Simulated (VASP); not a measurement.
These are revPBE GGA, VASP's PBE PAW potentials (set 64) (plane waves; VASP 6.6.1) values and carry that method's errors.

VASP input:

File KPOINTS:
```
k-points along high-symmetry lines
10
Line-mode
Reciprocal
  0.000000   0.000000   0.000000 ! GAMMA
  0.000000   0.500000   0.000000 ! X

  0.000000   0.500000   0.000000 ! X
  0.500000   0.500000   0.000000 ! M

  0.500000   0.500000   0.000000 ! M
  0.000000   0.000000   0.000000 ! GAMMA

  0.000000   0.000000   0.000000 ! GAMMA
  0.000000   0.000000   0.500000 ! Z

  0.000000   0.000000   0.500000 ! Z
  0.000000   0.500000   0.500000 ! R

  0.000000   0.500000   0.500000 ! R
  0.500000   0.500000   0.500000 ! A

  0.500000   0.500000   0.500000 ! A
  0.000000   0.000000   0.500000 ! Z

  0.000000   0.500000   0.000000 ! X
  0.000000   0.500000   0.500000 ! R

  0.500000   0.500000   0.000000 ! M
  0.500000   0.500000   0.500000 ! A
```

File POSCAR:
```
TiO2
1
    4.6756860802    -0.0000000000     0.0000000000
    0.0000000000     4.6756860802     0.0000000000
    0.0000000000     0.0000000000     2.9820952434
Ti O
2 4
Direct
  1.0000000000   0.0000000000   1.0000000000
  0.5000000000   0.5000000000   0.5000000000
  0.3054023985   0.3054023985   0.0000000000
  0.8054023985   0.1945976015   0.5000000000
  0.1945976015   0.8054023985   0.5000000000
  0.6945976015   0.6945976015   1.0000000000
```

**INCAR**
```
ALGO = Normal   # blocked Davidson
ISMEAR = 0
SIGMA = 0.05   # width (eV)
EDIFF = 1E-7   # SCF stop (eV)
SYSTEM = TiO2
LREAL = F   # projection in real space or not
LWAVE = F
LORBIT = 11   # lm-projected
LASPH = T
ICHARG = 11
LMAXMIX = 4   # l cut-off of mixed one-centre charges
GGA = RE   # revPBE
PREC = Accurate
NELM = 100   # most electronic steps
ENCUT = 520
LCHARG = F
```

POTCAR, in this order: Ti_sv O (PBE.64 set). Program: vasp_std. Read from the step before: CHGCAR.

Output

OUTCAR:
```
 ion  position               nearest neighbor table
   1  0.000  0.000  0.000-   4 1.97   5 1.97   4 1.97   5 1.97   3 2.02   6 2.02
   2  0.500  0.500  0.500-   3 1.97   6 1.97   3 1.97   6 1.97   5 2.02   4 2.02
   3  0.305  0.305  0.000-   2 1.97   2 1.97   1 2.02
   4  0.805  0.195  0.500-   1 1.97   1 1.97   2 2.02
   5  0.195  0.805  0.500-   1 1.97   1 1.97   2 2.02
   6  0.695  0.695  0.000-   2 1.97   2 1.97   1 2.02
  LATTYP: Found a simple tetragonal cell.
 ALAT       =     4.6756860802
 C/A-ratio  =     0.6377877369
 Subroutine PRICEL returns:
 Original cell was already a primitive cell.
 Subroutine GETGRP returns: Found 16 space group operations
The static configuration has the point symmetry D_2h.
 The point group associated with its full space group is D_4h.
The dynamic configuration has the point symmetry D_2h.
 Subroutine INISYM returns: Found 16 space group operations
   k-points           NKPTS =     90   k-points in BZ     NKDIM =     90   number of bands    NBANDS=     28
   number of dos      NEDOS =    301   number of ions     NIONS =      6
   total plane-waves  NPLWV =  31104
   dimension x,y,z NGX =    36 NGY =   36 NGZ =   24
   dimension x,y,z NGXF=    72 NGYF=   72 NGZF=   48
   ions per type =               2   4
   PREC   = accura    normal or accurate (medium, high low for compatibility)
   ISTART =      0    job   : 0-new  1-cont  2-samecut
   ICHARG =     11    charge: 1-file 2-atom 10-const
   ISPIN  =      1    spin polarized calculation?
   LNONCOLLINEAR =      F non collinear calculations
   LSORBIT =      F    spin-orbit coupling
   INIWAV =      1    electr: 0-lowe 1-rand  2-diag
   ENCUT  =  520.0 eV  38.22 Ry    6.18 a.u.   8.69  8.69  5.54*2*pi/ulx,y,z
   NELM   =    100;   NELMIN=  2; NELMDL= -5     # of ELM steps
   EDIFF  = 0.1E-06   stopping-criterion for ELM
   LREAL  =      F    real-space projection
   NLSPLINE    = F    spline interpolate recip. space projectors
   LMAXMIX     =    4 max onsite mixed and CHGCAR
   VOSKOWN=      0    Vosko Wilk Nusair interpolation
   EDIFFG = 0.1E-05   stopping-criterion for IOM
   NSW    =      0    number of steps for IOM
   NBLOCK =      1;   KBLOCK =      1    inner block; outer block
   IBRION =     -1    ionic relax: 0-MD 1-quasi-New 2-CG
   NFREE  =      0    steps in history (QN), initial steepest desc. (CG)
   ISIF   =      2    stress and relaxation
   ISYM   =      2    0-nonsym 1-usesym 2-fastsym
   TEIN   =    0.0    initial temperature
   TEBEG  =    0.0;   TEEND  =   0.0 temperature during run
   SMASS  =  -3.00    Nose mass-parameter (am)
   PSTRESS=    0.0 pullay stress
   NELECT =      48.0000    total number of electrons
   EFERMI =   0.00;   METHOD = LEGACY
   ISMEAR =     0;   SIGMA  =   0.05  broadening in eV -4-tet -1-fermi 0-gaus
   IALGO  =     38    algorithm
   LDIAG  =      T    sub-space diagonalisation (order eigenvalues)
   IMIX   =      4    mixing-type and parameters
     AMIX     =   0.40;   BMIX     =  1.00
     AMIX_MAG =   1.60;   BMIX_MAG =  1.00
     AMIN     =   0.10
   GGA     = RE    functional components
   VOSKOWN =     0    Vosko Wilk Nusair interpolation
   LHFCALC =     F    Hartree Fock is set to
   LHFONE  =     F    Hartree Fock one center treatment
   AEXX    =    0.0000 exact exchange contribution
   IVDW    =     0    specifies the selected vdW correction
   LEPSILON=     F    determine dielectric tensor
   LRPA    =     F    only Hartree local field effects (RPA)
  energy-cutoff  :      520.00
  volume of cell :       65.19
      direct lattice vectors                 reciprocal lattice vectors
     4.675686080  0.000000000  0.000000000     0.213872356  0.000000000  0.000000000
     0.000000000  4.675686080  0.000000000     0.000000000  0.213872356  0.000000000
     0.000000000  0.000000000  2.982095243     0.000000000  0.000000000  0.335334695
 k-point     1 :   0.0000 0.0000 0.0000  plane waves:    1803
 k-point     2 :   0.0000 0.0556 0.0000  plane waves:    1781
 k-point     3 :   0.0000 0.1111 0.0000  plane waves:    1779
 k-point     4 :   0.0000 0.1667 0.0000  plane waves:    1773
...
```

OSZICAR:
```
       N       E                     dE             d eps       ncg     rms          rms(c)
DAV:   1     0.618030973958E+03    0.61803E+03   -0.25925E+04  5040   0.206E+03
DAV:   2     0.496556387233E+02   -0.56838E+03   -0.55211E+03  5248   0.575E+02
DAV:   3    -0.444896194071E+02   -0.94145E+02   -0.88851E+02  8120   0.191E+02
DAV:   4    -0.507886033318E+02   -0.62990E+01   -0.62272E+01  7092   0.508E+01
DAV:   5    -0.511032067259E+02   -0.31460E+00   -0.31346E+00  7120   0.874E+00
DAV:   6    -0.511090771852E+02   -0.58705E-02   -0.58629E-02  6660   0.133E+00
DAV:   7    -0.511093170526E+02   -0.23987E-03   -0.23979E-03  7152   0.215E-01
DAV:   8    -0.511093243036E+02   -0.72510E-05   -0.72297E-05  6704   0.286E-02
DAV:   9    -0.511093247727E+02   -0.46911E-06   -0.46905E-06  6648   0.504E-03
DAV:  10    -0.511093248029E+02   -0.30167E-07   -0.30175E-07  3836   0.848E-04
   1 F= -.51109325E+02 E0= -.51109325E+02  d E =-.969596E-30
```

### OUTCAR
```
 val. band max:        4.4777551760   @ k =   0.0000   0.0000   0.0000

 cond. band min:       6.3013652624   @ k =   0.0000   0.0000   0.0000



 k-point     1 :       0.0000    0.0000    0.0000
  band No.  band energies     occupation
      1     -52.6508      2.00000
      2     -52.6377      2.00000
      3     -28.8680      2.00000
      4     -28.8680      2.00000
      5     -28.7308      2.00000
      6     -28.7308      2.00000
      7     -28.6846      2.00000
      8     -28.6582      2.00000
      9     -13.5612      2.00000
     10     -12.4821      2.00000
     11     -11.8470      2.00000
     12     -11.8470      2.00000
     13      -1.0514      2.00000
     14      -0.6092      2.00000
     15      -0.0766      2.00000
     16       0.8414      2.00000
     17       0.8414      2.00000
     18       2.0234      2.00000
     19       2.0234      2.00000
     20       2.6260      2.00000
     21       3.8176      2.00000
     22       4.0603      2.00000
     23       4.0603      2.00000
     24       4.4778      2.00000
     25       6.3014      0.00000
     26       6.5902      0.00000
     27       6.8520      0.00000
     28       6.9049      0.00000

 k-point     2 :       0.0000    0.0556    0.0000
  band No.  band energies     occupation
      1     -52.6507      2.00000
      2     -52.6378      2.00000
      3     -28.8672      2.00000
      4     -28.8672      2.00000
      5     -28.7317      2.00000
      6     -28.7317      2.00000
      7     -28.6844      2.00000
      8     -28.6584      2.00000
      9     -13.5512      2.00000
     10     -12.4830      2.00000
     11     -11.8563      2.00000
     12     -11.8501      2.00000
     13      -1.0319      2.00000
     14      -0.5978      2.00000
     15      -0.0588      2.00000
     16       0.8424      2.00000
     17       0.8433      2.00000
     18       2.0051      2.00000
     19       2.0198      2.00000
     20       2.6276      2.00000
     21       3.7985      2.00000
...
```

The density is held fixed in this step, so its total energy and stress have no physical meaning.

The compound is TiO2 in the rutile structure. It was relaxed first.
